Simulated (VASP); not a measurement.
Runs of VASP 6.6.1 on Cd. Symmetry: P6_3/mmc, No. 194, hexagonal system. Conventional cell: a = 2.979 Å, b = 2.979 Å, c = 5.618 Å, α = 90.00°, β = 90.00°, γ = 120.00°. Around Cd (site symmetry -6m2) lie 12 Cd at 2.98 to 3.29 Å. 

```tsv
level	potentials or basis	gap on the mesh (eV)	pressure (GPa)	relaxed volume (Å³/atom)
PBE+D3(BJ)	VASP PAW PBE potentials, release 64 (Cd)	none	0.0	21.37
PBE	VASP PAW PBE potentials, release 64 (Cd)	none	0.0	22.91
PBEsol	VASP PAW PBE potentials, release 64 (Cd)	none	0.0	(b)
LDA	VASP PAW LDA potentials, release 64 (Cd)	none	0.0	20.23
r2SCAN	VASP PAW PBE potentials, release 64 (Cd)	none	0.0	(a)
```

Alike in all rows: task relaxation of cell and atoms; no spin polarisation; cell relaxed; k mesh 18 × 18 × 8; cutoff (eV) 600; smearing methfessel-paxton 0.1 eV.

**Question.** Estimate the missing entries.

**Answer.** (a) 22.11; (b) 21.12.

Caveats: the PAW data sets were made with another functional, which shifts forces and pressure a little (some runs); pairwise dispersion overbinds metals, which lowers pressure and volume (some runs).

A k mesh can miss the band edges, and the runs leave out spin-orbit coupling on Cd.

A gap of «none» marks a metal or a gap under the smearing width.

Not every run made on this cell is shown here.
